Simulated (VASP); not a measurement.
A convergence study with VASP on BeTe (zinc blende): one setting is varied, all else stays as given below, so the limit is that of these other settings. ε∞ is the independent-particle value.

```
CELL_PARAMETERS angstrom
      0.00000     2.81500     2.81500
      2.81500     0.00000     2.81500
      2.81500     2.81500     0.00000
ATOMIC_POSITIONS crystal
  Be 0.00000 0.00000 0.00000
  Te 0.25000 0.25000 0.25000
```

Method: PBE GGA, VASP's PBE PAW potentials (set 64) (plane waves; VASP 6.6.1). The tightest run used: 550 eV cut-off, 7×7×7 Γ-centred mesh, Gaussian smearing of 0.050 eV, potentials Be Te.

```json
[
 {"setting": "NBANDS = 5", "mean ε∞": "5.51", "bands": "5"},
 {"setting": "NBANDS = 6", "mean ε∞": "6.89", "bands": "6"},
 {"setting": "NBANDS = 8", "mean ε∞": "7.91", "bands": "8"}
]
```

Q: These are the cheaper rows. Estimate the results at NBANDS = 132, and how far the last row shown lies from them.

A: 
| quantity | tightest run | last row shown is off by |
|---|---|---|
| mean ε∞ | 8.17 | -0.25 |

Left out are rungs that failed or repeat a setting and relaxations that didn't move; long series are thinned to 24 rows.

The compound is BeTe in the zinc blende structure. The cell was not relaxed at this level.
